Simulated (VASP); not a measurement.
Here is the system:

```xyz
2
Lattice="0.0000 2.6777 2.6777 2.6777 0.0000 2.6777 2.6777 2.6777 0.0000" Properties=species:S:1:pos:R:3 pbc="T T T"
Zn     0.0000     0.0000     0.0000
S      1.3388     1.3388     1.3388
```

These are PBEsol GGA, VASP's PBE PAW potentials (set 64) (plane waves; VASP) values and carry that method's errors. Numerical set-up: 400 eV cut-off, 11×11×11 Γ-centred mesh, Gaussian smearing of 0.010 eV, potentials Zn S.

Task: What does the run give for the energy per atom (σ→0), band gap (on the k-mesh) with the smallest direct gap where there is one?

Result: 
* **band gap (on the k-mesh)**: 2.09 eV
* **smallest direct gap (on the k-mesh)**: 2.09 eV
* **energy per atom (σ→0)**: -366.0 kJ/mol of atoms

Total energies compare only between runs with the same potentials, cut-off and functional.

The compound is ZnS in the zinc blende structure. It was relaxed first.
